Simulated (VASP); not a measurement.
Here is the system:

```yaml
crystal:
  lattice:
    - [2.54235, 0.00000, 0.00000]
    - [-1.27117, 2.20174, 0.00000]
    - [0.00000, 0.00000, 4.20533]
  atoms:
    - { symbol: B, position: [0.66667, 0.33333, 0.00034] }
    - { symbol: B, position: [0.33333, 0.66667, 0.50034] }
    - { symbol: N, position: [0.66667, 0.33333, 0.37466] }
    - { symbol: N, position: [0.33333, 0.66667, 0.87466] }
```

Computed with PBEsol GGA, VASP's PBE PAW potentials (set 64) (plane waves; VASP). Numerical set-up: 520 eV cut-off, 11×11×6 Γ-centred mesh, tetrahedra with Blöchl corrections, potentials B N.

Problem. The job: BN (space group P6_3mc), 4 atoms, PBEsol, static run, 520 eV, 11×11×6 Γ-centred mesh. Roughly how much core time does it take on a busy server core?

Solution. About 20 core-seconds (one run on a shared machine, a rough figure). It had 64 irreducible k-points, 12 bands, up to 652 plane waves and 13 electronic steps.

The structure comes from a measured BN entry (P6_3mc) of the Crystallography Open Database, whose conditions weren't checked. It was relaxed first.
